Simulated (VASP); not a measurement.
Calculation: PBEsol GGA, VASP's PBE PAW potentials (set 64) (plane waves; VASP).

A VASP calculation is set up with these files.

**INCAR**
```
SYSTEM = Bi
PREC = Accurate
ENCUT = 520
EDIFF = 1E-6
NELM = 100
ALGO = Normal
LREAL = .FALSE.
LASPH = .TRUE.
ISMEAR = 1
SIGMA = 0.1
GGA = PS
LMAXMIX = 4
LWAVE = .FALSE.
LCHARG = .FALSE.
IBRION = 2
ISIF = 3
NSW = 60
EDIFFG = -0.01
```

### KPOINTS
```
Automatic mesh
0
Gamma
9 9 9
0 0 0
```

### POSCAR
```
Bi
1.0
  4.1658200000  -2.2750000000   0.0000000000
  4.1658200000   2.2750000000   0.0000000000
  2.9234170000   0.0000000000   3.7394270000
Bi
2
Direct
  0.2340000000   0.2340000000   0.2340000000
  0.7660000000   0.7660000000   0.7660000000
```

POTCAR, in this order: Bi_d (PBE.64 set). Program: vasp_std.

### Question
What will the output report for the number of irreducible k-points (NKPTS), largest plane-wave count, number of space-group operations, FFT grid (NGX, NGY, NGZ)?

### Answer

The number of irreducible k-points (NKPTS) is 85. The largest plane-wave count comes out as 1941, the number of space-group operations is 12 and the FFT grid (NGX, NGY, NGZ) is 36 × 36 × 36.

The compound is Bi in the a7 structure. This run relaxes it. Symmetry was kept, so distortions that lower it aren't found.
